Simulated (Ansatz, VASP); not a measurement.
# Cross-check of Be (Beryllium) between VASP and Ansatz

Wanted: the spread between two codes on one cell, functional and k mesh. The cell is taken from a series of runs on this material, whose earlier steps may have relaxed, scaled, displaced or heated it; both programs get it as it stands.

Program: Ansatz 0.2.0. Level of theory: plane waves, with VASP 6.6.1 beside it; relaxation of cell and atoms at PBE with D3(BJ) and zone-centre phonons at PBE with D3(BJ). Results are calculated unless marked as measured.

## Step 1: Set-up

Symmetry: P6_3/mmc, No. 194, hexagonal system. The conventional cell has a = 2.224 Å, b = 2.224 Å, c = 3.474 Å, α = 90.00°, β = 90.00°, γ = 120.00°. Nearest to Be lie 12 Be at 2.16 to 2.22 Å.

Structure file:

```
Be
1.0
     2.22371    0.00000    0.00000
    -1.11186    1.92579    0.00000
     0.00000    0.00000    3.47358
Be
2
Cartesian
  0.0000 1.2839 0.8684
  1.1119 0.6419 2.6052
```

## Step 2: VASP: relaxation of cell and atoms, PBE with D3(BJ), pair 1

The relaxed volume is the usual yardstick between codes: in a stiff, nearly cubic crystal its relative difference is about their pressure difference at one cell divided by the bulk modulus.

Lines of VASP's logs that name or quote its potential files are left out, and so is its time.

The input, INCAR:

```
SYSTEM = Be
PREC = Accurate
ENCUT = 600
EDIFF = 1E-07
NELM = 120
ISMEAR = 0
SIGMA = 0.1
LREAL = .FALSE.
ALGO = Normal
GGA = PE
IVDW = 12
NBANDS = 8
LORBIT = 11
LWAVE = .FALSE.
LCHARG = .FALSE.
ISIF = 3
IBRION = 2
NSW = 80
EDIFFG = -0.005
LASPH = .TRUE.
GGA_COMPAT = .FALSE.
NELMIN = 4
KPAR = 2
```

The input, POSCAR:

```
Be
1.0
    2.2237100000      0.0000000000      0.0000000000
   -1.1118550000      1.9257890000      0.0000000000
    0.0000000000      0.0000000000      3.4735850000
Be
2
Direct
    0.3333335064      0.6666670128      0.2499999280
    0.6666667532      0.3333335064      0.7500000720
```

The input, KPOINTS:

```
Automatic mesh
0
Gamma
27 27 14
0 0 0
```

The projector-augmented-wave data sets are Be (PBE family, release 64).

The run is started by

```sh
> mpirun -np 2 vasp_std
```

Numbers of over 12 decimals in the logs are rounded to 6 here.

Output:

```text
[banner, memory and clock lines left out]
running    2 mpi-ranks, on    1 nodes
 distrk:  each k-point on    1 cores,    2 groups
 distr:  one band on    1 cores,    1 groups

 POSCAR found type information on POSCAR Be
 POSCAR found :  1 types and       2 ions
 LDA part: xc-table for (Slater+PW92), standard interpolation
 POSCAR, INCAR and KPOINTS ok, starting setup
 FFT: planning ... GRIDC
 FFT: planning ... GRID_SOFT
 FFT: planning ... GRID
 WAVECAR not read
 entering main loop
       N       E                     dE             d eps       ncg     rms          rms(c)
DAV:   1    -0.259204218703E+01   -0.25920E+01   -0.20019E+03  9664   0.466E+02
DAV:   2    -0.756720793896E+01   -0.49752E+01   -0.48700E+01 15384   0.578E+01
DAV:   3    -0.758568638620E+01   -0.18478E-01   -0.18443E-01 10424   0.304E+00
DAV:   4    -0.758570051441E+01   -0.14128E-04   -0.14129E-04 14272   0.839E-02
DAV:   5    -0.758570051484E+01   -0.43271E-09   -0.84427E-09 10536   0.422E-04    0.129E+00
DAV:   6    -0.753015499628E+01    0.55546E-01   -0.82972E-03 11056   0.108E+00    0.796E-01
DAV:   7    -0.750912932998E+01    0.21026E-01   -0.86851E-03 11664   0.111E+00    0.333E-02
DAV:   8    -0.750910597338E+01    0.23357E-04   -0.12928E-05 10560   0.345E-02    0.112E-02
DAV:   9    -0.750910420038E+01    0.17730E-05   -0.33563E-06 12504   0.173E-02    0.982E-04
DAV:  10    -0.750910409181E+01    0.10857E-06   -0.20887E-09  9448   0.422E-04    0.285E-04
DAV:  11    -0.750910397615E+01    0.11566E-06   -0.26746E-09  5096   0.560E-04    0.708E-06
DAV:  12    -0.750910397301E+01    0.31378E-08   -0.12420E-10  4856   0.111E-04
   1 F= -.82657393E+01 E0= -.82655041E+01  d E =-.826574E+01
[...]
2 F= -.82666920E+01 E0= -.82664142E+01  d E =-.952656E-03
[...]
3 F= -.82666984E+01 E0= -.82664158E+01  d E =-.959027E-03
[...]
4 F= -.82666981E+01 E0= -.82664167E+01  d E =-.958733E-03
 curvature:  -0.55 expect dE=-0.415E-05 dE for cont linesearch -0.340E-06
 ZBRENT: accuracy reached
 trial: gam=-0.01448 g(F)=  0.519E-44 g(S)=  0.762E-05 ort = 0.332E-04 (trialstep = 0.101E+01)
 search vector abs. value=  0.703E-05
 bond charge predicted
       N       E                     dE             d eps       ncg     rms          rms(c)
DAV:   1    -0.751089549508E+01    0.54839E-03   -0.15385E-05 12016   0.371E-02    0.163E-03
DAV:   2    -0.751089567935E+01   -0.18427E-06   -0.19347E-08 10592   0.148E-03    0.102E-03
DAV:   3    -0.751089603952E+01   -0.36017E-06   -0.17292E-08  5544   0.178E-03    0.435E-05
DAV:   4    -0.751089603682E+01    0.27010E-08   -0.25277E-10  4800   0.192E-04
   5 F= -.82667028E+01 E0= -.82664207E+01  d E =-.470441E-05
 trial-energy change:   -0.000005  1 .order   -0.000004   -0.000007   -0.000001
 step:   1.1035(harm=  1.1616)  dis= 0.00000  next Energy=    -8.266703 (dE=-0.475E-05)
 reached required accuracy - stopping structural energy minimisation
```

Parts of OUTCAR (step 2):

```text
ion  position               nearest neighbor table
   1  0.333  0.667  0.250-   2 2.16   2 2.16   2 2.16   2 2.16   2 2.16   2 2.16
   2  0.667  0.333  0.750-   1 2.16   1 2.16   1 2.16   1 2.16   1 2.16   1 2.16

  LATTYP: Found a hexagonal cell.
 ALAT       =     2.2237100000
 C/A-ratio  =     1.5620674458

 Subroutine GETGRP returns: Found 24 space group operations
 (whereof 12 operations were pure point group operations)

The static configuration has the point symmetry D_3d.
 The point group associated with its full space group is D_6h.

 Found    600 irreducible k-points:

   k-points           NKPTS =    600   k-points in BZ     NKDIM =    600   number of bands    NBANDS=      8

   dimension x,y,z NGX =    18 NGY =   18 NGZ =   28
   dimension x,y,z NGXF=    36 NGYF=   36 NGZF=   56

   ENCUT  =  600.0 eV  44.10 Ry    6.64 a.u.   4.44  4.44  6.94*2*pi/ulx,y,z

   NELECT =       4.0000    total number of electrons

 k-points in reciprocal lattice and weights: Automatic mesh
   0.00000000  0.00000000  0.00000000       0.000
   0.03703704 -0.00000000  0.00000000       0.001
   0.07407407 -0.00000000  0.00000000       0.001
   0.11111111 -0.00000000  0.00000000       0.001
   0.14814815  0.00000000  0.00000000       0.001
   0.18518519 -0.00000000  0.00000000       0.001
   0.22222222 -0.00000000  0.00000000       0.001
   0.25925926 -0.00000000  0.00000000       0.001
   0.29629630 -0.00000000  0.00000000       0.001
[...]
0.33333333  0.29629630  0.50000000       0.001
   0.33333333  0.33333333  0.50000000       0.000

 Edisp (eV)   -0.75525

 average (electrostatic) potential at core
       1 -32.1838       2 -32.1838

 E-fermi :   7.4558

 k-point     1 :       0.0000    0.0000    0.0000
  band No.  band energies     occupation
      1      -4.1561      2.00000
      2       2.8616      2.00000
      3       8.8400      0.00000
      4      24.3065      0.00000
      5      24.3065      0.00000
      6      27.2726      0.00000
      7      27.2726      0.00000
    ...

 k-point     2 :       0.0370   -0.0000    0.0000
  band No.  band energies     occupation
      1      -4.1158      2.00000
      2       2.9155      2.00000
      3       8.8499      0.00000
      4      23.9483      0.00000
      5      24.0179      0.00000
      6      27.2841      0.00000
      7      27.4441      0.00000
    ...

 k-point     3 :       0.0741   -0.0000    0.0000
  band No.  band energies     occupation
      1      -3.9949      2.00000
      2       3.0772      2.00000
      3       8.8786      0.00000
      4      22.9866      0.00000
      5      23.3432      0.00000
      6      27.2957      0.00000
      7      27.7495      0.00000
    ...

 Edisp (eV)   -0.75581

  Total      -0.00275    -0.00275     0.00356     0.00000     0.00000     0.00000
  in kB      -0.29635    -0.29635     0.38252     0.00000     0.00000     0.00000
  external pressure =       -0.07 kB  Pullay stress =        0.00 kB

  energy-cutoff  :      600.00
  volume of cell :       14.89
      direct lattice vectors                 reciprocal lattice vectors
     2.218155452  0.000000000  0.000000000     0.450825031  0.260284000 -0.000000000
    -1.109077726  1.920978623  0.000000000     0.000000000  0.520568000 -0.000000000
    -0.000000000  0.000000000  3.494660546     0.000000000 -0.000000000  0.286150825

 POSITION                                       TOTAL-FORCE (eV/Angst)
 -----------------------------------------------------------------------------------
      0.00000      1.28065      0.87366        -0.000000      0.000000      0.000000
      1.10908      0.64033      2.62100         0.000000     -0.000000     -0.000000
 -----------------------------------------------------------------------------------
    total drift:                               -0.000000      0.000004      0.000001

  FREE ENERGIE OF THE ION-ELECTRON SYSTEM (eV)
  ---------------------------------------------------
  free  energy   TOTEN  =        -8.2667027754 eV

  energy  without entropy=       -8.2661385296  energy(sigma->0) =       -8.26642065

 reached required accuracy - stopping structural energy minimisation

 total charge
# of ion       s       p       d       tot
------------------------------------------
    1        0.421   0.821   0.000   1.242
    2        0.421   0.821   0.000   1.242
--------------------------------------------------
tot          0.843   1.641   0.000   2.484

[... 3 further parts left out ...]
```

CONTCAR:

```
Be
   1.00000000000000
     2.2181554523881752    0.0000000000000000    0.0000000000000000
    -1.1090777261940876    1.9209786232878949    0.0000000000000000
    -0.0000000000000000    0.0000000000000000    3.4946605464179399
  Be
     2
Direct
     0.3333335064000025    0.6666670127999978    0.2499999280000011
     0.6666667531999977    0.3333335064000025    0.7500000719999989
```

Dispersion corrections of this kind ignore metallic screening and tend to overbind metals.

## Step 3: Ansatz: relaxation of cell and atoms, PBE with D3(BJ), pair 1

Ansatz runs on its default PAW (the set named soft_2) files.

The same cell, functional, mesh and smearing now go to Ansatz, which takes its cutoff from its data sets.

The input, input.yaml:

```yaml
crystal:
  lattice:
    - [2.2237101576, 0.0, 0.0]
    - [-1.1118550788, 1.9257894871, 0.0]
    - [0.0, 0.0, 3.4735851486]
  atoms:
    - { symbol: Be, position: [0.3333333333, 0.6666666667, 0.25] }
    - { symbol: Be, position: [0.6666666667, 0.3333333333, 0.75] }
kpoints:
  mp_grid: { grid: [27, 27, 14] }
hamiltonian:
  xc: pbe
  dispersion: d3bj
scf:
  occupations: { method: gaussian, width: 0.1 }
output:
  forces: true
  stress: true
  eigenvalues: true
relax:
  adjacent_minimum: "off"
  f_tol: 0.005
  max_steps: 80
  cell: { stress_tol: 0.05 }
```

The run is started by

```sh
> ansatz run input.yaml --threads 4 --pin off --max-ram 7168MiB --backend cpu --events-out ev --progress --plain --runs-dir out
```

Output:

```text
Engine: ansatz 0.2.0, aarch64-unknown-linux-gnu
Pseudopotentials: kind: paw
Pseudopotential: Be, paw, valence charge 2, recommended cutoff 420 eV (normal), Be.paw.azcp
Functional definition: PBE
  parameter kappa = 0.804
  parameter beta = 0.066725
  exchange = pbe_x(kappa = kappa, mu = beta*pi^2/3)
  correlation = pbe_c(beta = beta)
Crystal: 2 atoms, lattice volume = 14.875 Å³
Basis set: ecut = 420 eV, 299 PW (Γ), exchange–correlation on 30×30×48 points (8 copies of the dense FFT grid, shifted against one another)
Bands: 6, of which v1, the nominal top of the filled ones, is band 2 counted from 1 (1 counted from 0)
Symmetry: 24 space group operations
Space group: P63/mmc (ITA 194), of the structure as read, at distance tolerance 2.5e-5 Å
k-points: 600 of 10206
Non-local potential: Be, projectors of the file, l = 0: 2, l = 1: 2, l = 2: 1
PAW form: soft (Blöchl's): semilocal exchange-correlation on the pseudo side does not see the compensation charge
PAW one-centre angular grid: Be, 110 points (default); XC on 64 Gauss nodes
Initial density: superposition of atomic densities (neutral atoms: chi_scale 0, normalization atom), corrected by the library's trained network
Initial wavefunctions: pseudopotential atomic-orbital guess
Functional: x = pbe(κ = 0.804, μ = 0.219515), c = pbe(β = 0.066725)
SCF iter   1: F=—  HF=-186.260697 eV  |F-HF|=—  |Δ(HF+E_count)|=         —  Δρ=1.39e-3  dr2=1.95e-4  ethr=1.77e-3  ⟨swp⟩=5.4  Hψ=31185  notcnv=0
preconditioner: auto → none  [metal: Δε(μ)=0.051 eV  Ē_g=13.451 eV  σ=0.100 eV  W_gap=0.27  n_scr=2 (ndim 8)  ℏωp=19.3 eV  f_vac=0.000  D(μ)=0.09/eV (n_scr^D=0)  sad-step TF]
SCF iter   2: F=—  HF=-186.260744 eV  |F-HF|=—  |Δ(HF+E_count)|=   4.76e-5  Δρ=8.63e-4  dr2=7.76e-5  ethr=4.87e-6  ⟨swp⟩=1.3  Hψ=8590  notcnv=0
SCF iter   3: F=—  HF=-186.260694 eV  |F-HF|=—  |Δ(HF+E_count)|=   5.03e-5  Δρ=2.78e-5  dr2=6.47e-8  ethr=1.94e-6  ⟨swp⟩=1.0  Hψ=3596  notcnv=0
iter 4 did not close the SCF: its close was put off for the readings that it lacked (scf_convergence_deferred on its scf_iter line)
SCF iter   4: F=-186.260694 eV  HF=-186.260694 eV  |F-HF|=7.56e-10  |Δ(HF+E_count)|=   3.45e-7  Δρ=5.11e-6  dr2=3.12e-9  ethr=1.62e-9  ⟨swp⟩=2.2  Hψ=4704  notcnv=0
iter 5 did not close the SCF: its close was put off for the readings that it lacked (scf_convergence_deferred on its scf_iter line)
SCF iter   5: F=-186.260694 eV  HF=-186.260694 eV  |F-HF|=9.09e-13  |Δ(HF+E_count)|=  6.50e-10  Δρ=4.05e-7  dr2=1.26e-11  ethr=7.81e-11  ⟨swp⟩=1.0  Hψ=3597  notcnv=0
SCF iter   6: F=-186.260694 eV  HF=-186.260694 eV  |F-HF|=1.71e-13  |Δ(HF+E_count)|=  2.90e-12  Δρ=3.46e-8  dr2=1.17e-13  ethr=1.00e-12  ⟨swp⟩=1.0  Hψ=9089  notcnv=0
SCF 1 converged in 6 iterations: F = -186.260694 eV  dr2 = 1.17e-13
  greatest PAW one-centre occupation: 0.376 electrons in one spin orbital (limit 2), on the Be atom at site 1 (counted from 0), in its partial waves of l = 0
relax step   1: F+E_penalty+E_count = -186.26069370 eV  Δ(F+E_penalty+E_count) = +0.000e0 eV  max|allowed force component| = 3.886e-16 eV/Å  Δτ_max = 0.0000 Å  P = +0.046 GPa  Ω = 14.875 Å³  (6 SCF iters, dr2 threshold 1.00e-7 eV, accepted)
[...]
relax step   2: F+E_penalty+E_count = -186.26161670 eV  Δ(F+E_penalty+E_count) = -9.230e-4 eV  max|allowed force component| = 5.274e-16 eV/Å  Δτ_max = 0.0000 Å  P = -0.004 GPa  Ω = 14.870 Å³  energy of the carried Pulay correction = +7.257e-6 eV  (3 SCF iters, dr2 threshold 2.00e-7 eV, accepted)
[...]
relax step   3: F+E_penalty+E_count = -186.26163470 eV  Δ(F+E_penalty+E_count) = -1.800e-5 eV  max|allowed force component| = 2.498e-16 eV/Å  Δτ_max = 0.0000 Å  P = -0.003 GPa  Ω = 14.868 Å³  energy of the carried Pulay correction = +8.630e-6 eV  (2 SCF iters, dr2 threshold 2.00e-7 eV, accepted)
[...]
relax step   4: F+E_penalty+E_count = -186.26162658 eV  Δ(F+E_penalty+E_count) = +8.125e-6 eV  max|allowed force component| = 3.146e-16 eV/Å  Δτ_max = 0.0000 Å  P = -0.003 GPa  Ω = 14.868 Å³  stress off target by 4.25e-3 GPa  SCF on the basis re-selected at this cell (its energy is not comparable with the rows above)  (5 SCF iters)
basis re-selected at this cell: Δ(F+E_penalty+E_count) = +8.125e-6 eV, ΔP = -0.000 GPa vs the last step (what re-selecting the basis moved, of the pressure what is left beyond the Pulay correction that the steps carried, after the strain that the cell walked since its last selection, with what the two solves' SCF thresholds leave and, on support functions, any second-order correction that the steps lacked; it is no m [...]
SCF converged after 5 iterations
Free energy (F): -186.261627 eV
Harris-Foulkes:  -186.261627 eV  (|F-HF|=1.71e-13)
Internal energy: -186.261062 eV  (E = F + TS)
E sigma→0 (E₀):  -186.261344 eV
Entropy (-TS):   -0.000565 eV (-0.282 meV/atom)
Fermi energy:    8.639334 eV
--- Per-component energies (eV) ---
  E_band       = 13.884028
  E_kinetic    = 43.755553
  E_local      = 6.175602  (includes V_loc(G=0)·N_el)
  E_nonlocal   = 9.175976
  E_hartree    = 0.087897
  E_xc         = -40.209142
  E_vxc        = -42.444093  (∫ρ·V_xc dr)
  E_paw        = -119.268894  (= ΣΔE_a)
  E_vpaw       = -2.954802  (= ΣTr[D̂ρ^β])
  E_aug_tail   = -0.000001  (compensation charges beyond the density's cutoff)
  E_ewald      = -85.220896
  E_disp       = -0.757155  (pairwise vdW)
  E_smearing   = -0.000565  (= −TS)
  E_closure    = 0.000000  (closes the sum)
  Σ components = -186.261627   (vs F -186.261627, Δ=0.00e0)
--- Forces (eV/Å), atoms counted from 1 ---
  atom   1  Be    -0.00000000     0.00000000    -0.00000000
  atom   2  Be     0.00000000    -0.00000000     0.00000000
  max |Σ_I F_I| component: 3.70e-17 eV/Å
--- Stress (GPa, compression-positive) ---
       -0.004250       0.000000      -0.000000
       -0.000000      -0.004250      -0.000000
       -0.000000      -0.000000      -0.000301
  P = ⅓ Tr σ = -0.0029 GPa (-0.029 kbar)
--- Band table (eV; the first three rows and the last of 600) ---
  k-point 0: bands = ["-2.9772", "4.0378", "10.0270", "25.5070", "25.5070", "28.4825"]
  k-point 1: bands = ["-2.9320", "3.7698", "10.4031", "25.5495", "25.5495", "28.4702"]
  k-point 2: bands = ["-2.7965", "3.1135", "11.3827", "25.6755", "25.6755", "28.4249"]
  k-point 599: bands = ["7.5144", "7.5144", "9.0478", "9.0478", "15.5197", "15.5197"]
--- Relaxed structure (3 steps of the walk, 3 accepted, 1 SCFs on fresh bases) ---
  F+E_penalty+E_count = -186.26162658 eV   max|allowed force component| = 3.146e-16 eV/Å   (the final SCF, on the basis selected at the relaxed cell)
  cell:  # Å, volume = 14.8679 Å³
    - [2.216937, 0, 0]
    - [-1.108469, 1.919924, 0]
    - [0, 0, 3.493107]
  atoms:
    - { symbol: Be, position: [0.333333, 0.666667, 0.250000] }
    - { symbol: Be, position: [0.666667, 0.333333, 0.75] }
```

## Step 4: Side by side

Known differences besides the potentials themselves: the cutoff is 420 eV in Ansatz and 600 eV in VASP; Ansatz adds a Pulay correction to the stress that steers its cell, VASP none. Total energies have different zeros and are not compared.

The two programs side by side:

| quantity | Ansatz | VASP | difference |
| --- | --- | --- | --- |
| volume (Å³) | 14.87 | 14.89 | -0.15 % |
| edge a after relaxation, in the typed setting (Å) | 2.217 | 2.218 | -0.06 % |
| edge c after relaxation, in the typed setting (Å) | 3.493 | 3.495 | -0.05 % |

## Step 5: Ansatz: relaxation of cell and atoms, PBE with D3(BJ), pair 2

The relaxed volume is the usual yardstick between codes: in a stiff, nearly cubic crystal its relative difference is about their pressure difference at one cell divided by the bulk modulus.

The cell is taken from a series of runs on this material, whose earlier steps may have relaxed, scaled, displaced or heated it; both programs get it as it stands.

The input, input.yaml:

```yaml
crystal:
  lattice:
    - [2.2169373028, 0.0, 0.0]
    - [-1.1084686514, 1.9199240228, 0.0]
    - [0.0, 0.0, 3.4931068916]
  atoms:
    - { symbol: Be, position: [0.3333333333, 0.6666666667, 0.25] }
    - { symbol: Be, position: [0.6666666667, 0.3333333333, 0.75] }
kpoints:
  mp_grid: { grid: [30, 30, 16] }
hamiltonian:
  xc: pbe
  dispersion: d3bj
scf:
  occupations: { method: methfessel_paxton, width: 0.2 }
output:
  forces: true
  stress: true
  eigenvalues: true
relax:
  adjacent_minimum: "off"
  f_tol: 0.001
  max_steps: 60
  cell: { stress_tol: 0.01 }
```

Output:

```text
[...]
Crystal: 2 atoms, lattice volume = 14.868 Å³
Basis set: ecut = 420 eV, 299 PW (Γ), exchange–correlation on 30×30×48 points (8 copies of the dense FFT grid, shifted against one another)
Bands: 6, of which v1, the nominal top of the filled ones, is band 2 counted from 1 (1 counted from 0)
Symmetry: 24 space group operations
[...]
k-points: 819 of 14400
[...]
P = ⅓ Tr σ = -0.0038 GPa (-0.038 kbar)
--- Band table (eV; the first three rows and the last of 819) ---
[...]
--- Relaxed structure (3 steps of the walk, 3 accepted, 1 SCFs on fresh bases) ---
[...]
cell:  # Å, volume = 14.8658 Å³
    - [2.216313, 0.0, 0.0]
    - [-1.108157, 1.919384, 0.0]
    - [0.0, 0.0, 3.494585]
  atoms:
    - { symbol: Be, position: [0.333333, 0.666667, 0.250000] }
    - { symbol: Be, position: [0.666667, 0.333333, 0.750000] }
[key lines of the parts left out:]
SCF converged after 4 iterations
Free energy (F): -186.262452 eV
Fermi energy:    8.668056 eV
```

(Continued in part 2 of 2.)

[Lines on the potential files, build, host, timing and source positions are cut from VASP's logs without a mark.]

[Logs are printed without paths, hosts, clocks, repeated set-up lines and the standing remarks that a program may print on its own settings, such as how far it seeks lower states.]

[Hosts, paths, dates, database ids (printed as entryN), source tags and the programs' standing remarks are cut or masked in the printed files.]
